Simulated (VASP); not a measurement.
CsLiCr2Te2S3:

```
Cs Li Cr Te S
1.0
     3.31929    1.91639    6.87982
    -3.31929    1.91639    6.87982
     0.00000   -3.83279    6.87982
Cs Li Cr Te S
1 1 2 2 3
Direct
  0.00000 0.00000 0.00000
  0.50000 0.50000 0.50000
  0.79848 0.79848 0.79848
  0.20152 0.20152 0.20152
  0.67990 0.67990 0.67990
  0.32010 0.32010 0.32010
  0.13626 0.86374 0.50000
  0.50000 0.13626 0.86374
  0.86374 0.50000 0.13626
```

The cell was built by a generator and needn't be a form met in nature.

| Item | Value |
| --- | --- |
| Program | VASP 6.6.1 |
| Task | relaxation of cell and atoms |
| Functional | PBEsol |
| Potentials or basis | VASP PAW PBE potentials, release 64 (Cs_sv, Li_sv, Cr_pv, Te, S) |
| Cutoff | 600 eV |
| k mesh | 5 × 5 × 5 |
| Occupations | fermi-dirac, width 0.05 eV |
| Spin | collinear spin, ferromagnetic start |
| Starting moments | [0.0, 0.0, 3.0, 3.0, 0.0, 0.0, 0.0, 0.0, 0.0] μB |

At the start: pressure -2.1 GPa; volume 29.18 Å³/atom.

Q: Where does the relaxation end?

A: Over 23 steps the energy falls by 16.2 meV/atom and the volume is 26.41 Å³/atom (-9.5 %); space group R32 (No. 155, to 0.05 Å); moment 4.00 μB per cell.

The path:
```
step  energy change (eV)  largest force (eV/Å)  pressure (GPa)  volume (Å³)
   1              0.0000                0.2387           -2.11       262.58
   2             -0.0885                0.3708            0.33       248.22
   3             -0.0912                0.2744           -0.08       250.24
   4             -0.0960                0.1068           -0.05       249.23
   5             -0.0961                0.1461           -0.05       249.04
   6             -0.1008                0.1443           -0.03       248.28
   7             -0.1136                0.1342            0.00       246.00
   8             -0.1316                0.1097            0.13       241.43
   9             -0.1235                0.1110            0.57       232.20
  10             -0.1361                0.1156            0.28       238.03
  11             -0.1369                0.1595           -0.47       240.12
  12             -0.1395                0.1178           -0.12       239.14
  13             -0.1434                0.0690           -0.14       238.84
  14             -0.1439                0.0832           -0.15       238.69
  15             -0.1462                0.0121           -0.01       237.58
  16             -0.1462                0.0096           -0.01       237.50
  17             -0.1462                0.0160            0.02       237.36
  18             -0.1462                0.0090            0.01       237.48
  19             -0.1462                0.0104            0.01       237.54
  20             -0.1462                0.0124            0.01       237.55
  21             -0.1462                0.0079            0.00       237.65
  22             -0.1462                0.0054           -0.02       237.74
  23             -0.1462                0.0027           -0.02       237.69
```

Final structure:
```yaml
crystal:
  lattice:
    - [3.27557, 1.89115, 6.39521]
    - [-3.27557, 1.89115, 6.39521]
    - [0.00000, -3.78231, 6.39521]
  atoms:
    - { symbol: Cs, position: [0.00000, 0.00000, 0.00000] }
    - { symbol: Li, position: [0.50000, 0.50000, 0.50000] }
    - { symbol: Cr, position: [0.79592, 0.79592, 0.79592] }
    - { symbol: Cr, position: [0.20408, 0.20408, 0.20408] }
    - { symbol: Te, position: [0.67007, 0.67007, 0.67007] }
    - { symbol: Te, position: [0.32993, 0.32993, 0.32993] }
    - { symbol: S, position: [0.13221, 0.86779, 0.50000] }
    - { symbol: S, position: [0.50000, 0.13221, 0.86779] }
    - { symbol: S, position: [0.86779, 0.50000, 0.13221] }
```

Caveat: the cutoff is under 1.25 times the usual one of these potentials, so pressure, stress and relaxed cells hold a basis-set (Pulay) error; the PAW data sets were made with another functional, which shifts forces and pressure a little; only a ferromagnetic start was run, and an antiferromagnetic order may lie lower in energy.
